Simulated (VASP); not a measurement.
Method: AM05 GGA, VASP's PBE PAW potentials (set 64) (plane waves; VASP).

The input files of a VASP run:

**KPOINTS**
```
Regular mesh
0
gamma
  16 16 16
```

INCAR:
```
! general
SYSTEM   =  In
PREC     =  Accurate
ENCUT    =  520   ! plane-wave cut-off (eV)
LREAL    =  .FALSE.
LASPH    =  .TRUE.   ! aspherical one-centre terms

! electronic loop
EDIFF    =  1E-7
NELM     =  100   ! most electronic steps
ALGO     =  Normal   ! blocked Davidson
LMAXMIX  =  4

! smearing
ISMEAR   =  1
SIGMA    =  0.1   ! width (eV)

! functional
GGA      =  AM   ! AM05

! ions
IBRION   =  2   ! conjugate gradients
NSW      =  30
ISIF     =  4   ! ions and shape, fixed volume
EDIFFG   =  -0.01

! output
LWAVE    =  .FALSE.
LCHARG   =  .FALSE.
```

POSCAR:
```
In
1
   -1.6385455819     1.6385455819     2.5223510192
    1.6385455819    -1.6385455819     2.5223510192
    1.6385455819     1.6385455819    -2.5223510192
In
1
Direct
  0.0000000000   0.0000000000   0.0000000000
```

POTCAR, in this order: In_d (PBE.64 set). Program: vasp_std.

The resulting files:

### OUTCAR
```
 ion  position               nearest neighbor table
   1  0.000  0.000  0.000-
  LATTYP: Found a body centered tetragonal cell.
 ALAT       =     3.2770911638
 C/A-ratio  =     1.5393841020
 Subroutine PRICEL returns:
 Original cell was already a primitive cell.
 Subroutine GETGRP returns: Found 16 space group operations
The static configuration has the point symmetry D_4h.
The dynamic configuration has the point symmetry D_4h.
 Subroutine INISYM returns: Found 16 space group operations
 Subroutine IBZKPT returns following result:
 Found    349 irreducible k-points:

 Following reciprocal coordinates:
            Coordinates               Weight
  0.000000  0.000000  0.000000      1.000000
  0.062500  0.000000 -0.000000      8.000000
  0.125000  0.000000 -0.000000      8.000000
  0.187500  0.000000  0.000000      8.000000
  0.250000  0.000000 -0.000000      8.000000
  0.312500  0.000000 -0.000000      8.000000
  0.375000  0.000000  0.000000      8.000000
  0.437500  0.000000 -0.000000      8.000000
  0.500000  0.000000 -0.000000      4.000000
  0.062500  0.062500 -0.000000      8.000000
  0.125000  0.062500  0.000000     16.000000
  0.187500  0.062500 -0.000000     16.000000
  0.250000  0.062500 -0.000000     16.000000
  0.312500  0.062500  0.000000     16.000000
  0.375000  0.062500  0.000000     16.000000
  0.437500  0.062500 -0.000000     16.000000
  0.500000  0.062500 -0.000000     16.000000
 -0.437500  0.062500  0.000000     16.000000
 -0.375000  0.062500  0.000000     16.000000
 -0.312500  0.062500  0.000000     16.000000
 -0.250000  0.062500  0.000000     16.000000
 -0.187500  0.062500  0.000000     16.000000
 -0.125000  0.062500  0.000000     16.000000
 -0.062500  0.062500  0.000000      4.000000
  0.125000  0.125000 -0.000000      8.000000
  0.187500  0.125000 -0.000000     16.000000
  0.250000  0.125000  0.000000     16.000000
  0.312500  0.125000 -0.000000     16.000000
  0.375000  0.125000 -0.000000     16.000000
  0.437500  0.125000 -0.000000     16.000000
  0.500000  0.125000 -0.000000     16.000000
 -0.437500  0.125000  0.000000     16.000000
 -0.375000  0.125000  0.000000     16.000000
 -0.312500  0.125000  0.000000     16.000000
 -0.250000  0.125000  0.000000     16.000000
 -0.187500  0.125000  0.000000     16.000000
 -0.125000  0.125000  0.000000      4.000000
  0.187500  0.187500  0.000000      8.000000
  0.250000  0.187500 -0.000000     16.000000
  0.312500  0.187500 -0.000000     16.000000
   k-points           NKPTS =    349   k-points in BZ     NKDIM =    349   number of bands    NBANDS=     10
   number of dos      NEDOS =    301   number of ions     NIONS =      1
   total plane-waves  NPLWV =  21952
   dimension x,y,z NGX =    28 NGY =   28 NGZ =   28
   dimension x,y,z NGXF=    56 NGYF=   56 NGZF=   56
   ions per type =               1
   PREC   = accura    normal or accurate (medium, high low for compatibility)
   ISTART =      0    job   : 0-new  1-cont  2-samecut
   ICHARG =      2    charge: 1-file 2-atom 10-const
   ISPIN  =      1    spin polarized calculation?
   LNONCOLLINEAR =      F non collinear calculations
   LSORBIT =      F    spin-orbit coupling
   INIWAV =      1    electr: 0-lowe 1-rand  2-diag
   ENCUT  =  520.0 eV  38.22 Ry    6.18 a.u.   6.37  6.37  6.37*2*pi/ulx,y,z
   NELM   =    100;   NELMIN=  2; NELMDL= -5     # of ELM steps
   EDIFF  = 0.1E-06   stopping-criterion for ELM
   LREAL  =      F    real-space projection
   NLSPLINE    = F    spline interpolate recip. space projectors
   LMAXMIX     =    4 max onsite mixed and CHGCAR
...
```

### OSZICAR
```
       N       E                     dE             d eps       ncg     rms          rms(c)
DAV:   1     0.704996572925E+02    0.70500E+02   -0.65492E+03  7002   0.163E+03
DAV:   2     0.200070269411E-01   -0.70480E+02   -0.69581E+02  7106   0.286E+02
DAV:   3    -0.266437706113E+01   -0.26844E+01   -0.26757E+01  8060   0.646E+01
DAV:   4    -0.272433074562E+01   -0.59954E-01   -0.59939E-01  8850   0.991E+00
DAV:   5    -0.272676575063E+01   -0.24350E-02   -0.24349E-02  8566   0.164E+00    0.202E+00
DAV:   6    -0.269885577035E+01    0.27910E-01   -0.57281E-02  8000   0.526E+00    0.977E-01
DAV:   7    -0.269394290239E+01    0.49129E-02   -0.16352E-02  8148   0.260E+00    0.257E-01
DAV:   8    -0.269357347658E+01    0.36943E-03   -0.79953E-04  8680   0.575E-01    0.287E-02
DAV:   9    -0.269357828896E+01   -0.48124E-05   -0.11344E-05  9498   0.508E-02    0.146E-02
DAV:  10    -0.269357974171E+01   -0.14528E-05   -0.16717E-06  7396   0.176E-02    0.152E-03
DAV:  11    -0.269357974561E+01   -0.38997E-08   -0.48866E-08  4942   0.342E-03
   1 F= -.26935797E+01 E0= -.26935601E+01  d E =-.269358E+01
       N       E                     dE             d eps       ncg     rms          rms(c)
DAV:   1    -0.269436379284E+01   -0.78405E-03   -0.22844E-02  7980   0.165E+00    0.133E-01
DAV:   2    -0.269397783395E+01    0.38596E-03   -0.53328E-04 10072   0.499E-01    0.875E-02
DAV:   3    -0.269373991271E+01    0.23792E-03   -0.28356E-04  8826   0.527E-01    0.221E-02
DAV:   4    -0.269374308825E+01   -0.31755E-05   -0.37868E-05  7592   0.727E-02    0.252E-02
DAV:   5    -0.269374301759E+01    0.70658E-07   -0.11868E-06  9922   0.152E-02    0.104E-02
DAV:   6    -0.269374298095E+01    0.36644E-07   -0.89971E-08  4688   0.537E-03
   2 F= -.26937430E+01 E0= -.26937239E+01  d E =-.163235E-03
       N       E                     dE             d eps       ncg     rms          rms(c)
DAV:   1    -0.269979518442E+01   -0.60522E-02   -0.20532E-01  7958   0.495E+00    0.398E-01
DAV:   2    -0.269631554641E+01    0.34796E-02   -0.48060E-03  9978   0.141E+00    0.263E-01
DAV:   3    -0.269417089722E+01    0.21446E-02   -0.25978E-03  8718   0.154E+00    0.665E-02
DAV:   4    -0.269419847589E+01   -0.27579E-04   -0.33229E-04  7584   0.214E-01    0.760E-02
DAV:   5    -0.269419795818E+01    0.51771E-06   -0.10793E-05 10078   0.455E-02    0.311E-02
DAV:   6    -0.269419760734E+01    0.35084E-06   -0.94454E-07  7610   0.169E-02    0.105E-02
DAV:   7    -0.269419758817E+01    0.19169E-07   -0.58131E-08  4004   0.532E-03
   3 F= -.26941976E+01 E0= -.26941864E+01  d E =-.617843E-03
       N       E                     dE             d eps       ncg     rms          rms(c)
DAV:   1    -0.271654161152E+01   -0.22344E-01   -0.81787E-01  7970   0.990E+00    0.793E-01
DAV:   2    -0.270253234233E+01    0.14009E-01   -0.19417E-02  9796   0.238E+00    0.524E-01
DAV:   3    -0.269398869466E+01    0.85436E-02   -0.10593E-02  8692   0.283E+00    0.131E-01
DAV:   4    -0.269408508046E+01   -0.96386E-04   -0.11955E-03  7730   0.399E-01    0.151E-01
DAV:   5    -0.269408280092E+01    0.22795E-05   -0.45397E-05 10046   0.911E-02    0.502E-02
DAV:   6    -0.269408152429E+01    0.12766E-05   -0.32305E-06  7604   0.304E-02    0.185E-02
DAV:   7    -0.269408148386E+01    0.40431E-07   -0.26063E-07  6950   0.102E-02
   4 F= -.26940815E+01 E0= -.26940719E+01  d E =-.501738E-03
       N       E                     dE             d eps       ncg     rms          rms(c)
DAV:   1    -0.270113208659E+01   -0.70506E-02   -0.25028E-01  8026   0.550E+00    0.440E-01
DAV:   2    -0.269690328384E+01    0.42288E-02   -0.58212E-03 10048   0.156E+00    0.290E-01
DAV:   3    -0.269430256844E+01    0.26007E-02   -0.31313E-03  8618   0.171E+00    0.708E-02
DAV:   4    -0.269433925502E+01   -0.36687E-04   -0.42866E-04  7574   0.240E-01    0.840E-02
DAV:   5    -0.269433881079E+01    0.44423E-06   -0.12699E-05 10066   0.478E-02    0.385E-02
DAV:   6    -0.269433831240E+01    0.49840E-06   -0.12900E-06  7536   0.186E-02    0.138E-02
DAV:   7    -0.269433830791E+01    0.44909E-08   -0.75161E-08  4102   0.595E-03
   5 F= -.26943383E+01 E0= -.26943250E+01  d E =-.758562E-03
```

**OUTCAR**
```
------------------------ aborting loop because EDIFF is reached ----------------------------------------
  FORCE on cell =-STRESS in cart. coord.  units (eV):
  Direction    XX          YY          ZZ          XY          YZ          ZX
  --------------------------------------------------------------------------------------
  Total       -0.3649334     -0.3649334     -0.3702413      0.0000000     -0.0000000     -0.0000000
  in kB      -21.5844844    -21.5844844    -21.8984242      0.0000000     -0.0000000     -0.0000000
  external PRESSURE =     -21.6891310 kB  Pullay stress =       0.0000000 kB
  volume of cell :       27.09
      direct lattice vectors                 reciprocal lattice vectors
    -1.626503797  1.626503797  2.559837611     0.000000000  0.307407828  0.195324890
     1.626503797 -1.626503797  2.559837611     0.307407828  0.000000000  0.195324890
     1.626503797  1.626503797 -2.559837611     0.307407828  0.307407828 -0.000000000
 POSITION                                       TOTAL-FORCE (eV/Angst)
 -----------------------------------------------------------------------------------
      0.00000     -0.00000      0.00000        -0.000000     -0.000000      0.000000
 -----------------------------------------------------------------------------------
    total drift:                                0.000000     -0.000000      0.000000
  FREE ENERGIE OF THE ION-ELECTRON SYSTEM (eV)
  ---------------------------------------------------
  free  energy   TOTEN  =        -2.6943383079 eV

  energy  without entropy=       -2.6942984670  energy(sigma->0) =       -2.69432503

 reached required accuracy - stopping structural energy minimisation
```
(Selected blocks of OUTCAR.)

CONTCAR:
```
In
   1.00000000000000
    -1.6265037974911678    1.6265037974911680    2.5598376114644661
     1.6265037974911678   -1.6265037974911676    2.5598376114644661
     1.6265037974911678    1.6265037974911676   -2.5598376114644661
  In
     1
Direct
     0.0000000000000000    0.0000000000000000    0.0000000000000000
```

The compound is In in the bct structure. This cell is one point of a volume scan, at 1.06 of the reference volume. Symmetry was kept, so distortions that lower it aren't found.
